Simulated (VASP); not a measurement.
Write the native input for VASP 6.6.1 that does the following.

```
Task                   : relaxation of cell and atoms
Functional             : LDA
Potentials or basis    : VASP PAW LDA potentials, release 64 (Al)
Cutoff                 : 350 eV
k mesh                 : 10 × 10 × 10
Occupations            : gaussian, width 0.1 eV
Spin                   : no spin polarisation
Further INCAR settings : ALGO = Normal; EDIFF = 1e-07; IBRION = 2; EDIFFG = -0.002; NSW = 80; ISIF = 3
```

The structure of Al lies in POSCAR:

```
Al                                      
1.0
   -0.0000000000      1.9896472618      1.9896472618
    1.9896472618      0.0000000000      1.9896472618
    1.9896472618      1.9896472618     -0.0000000000
  Al            
     1
Direct
     0.0000000000000000    0.0000000000000000    0.0000000000000000
```

These files were run (other wordings do the same):

INCAR

```
PREC = Accurate
ENCUT = 350
EDIFF = 1E-7
ISMEAR = 0
SIGMA = 0.1
LREAL = F
LASPH = T
NELM = 80
ALGO = Normal
ISIF = 3
LWAVE = F
LCHARG = F
IBRION = 2
NSW = 80
EDIFFG = -0.002
```

KPOINTS

```
Automatic mesh
0
Gamma
  10 10 10
```

Potentials or basis: VASP PAW LDA potentials, release 64 (Al).

Run with:

```console
$ cat potpaw_LDA.64/Al/POTCAR > POTCAR
$ mpirun -np 1 vasp_std > vasp.out
```

Results of the run:

```
Pressure after relaxing : 0.0 GPa
Band gap on the k mesh  : none (metal or under the smearing width)
```

Caveat: the relaxation stopped at its first step, so nothing moved.

Run time: 1.8 s on 1 thread of Intel(R) Xeon(R) Platinum 8259CL CPU @ 2.50GHz (Skylake/Cascade Lake) (shared host), peak memory 0.11 GiB.
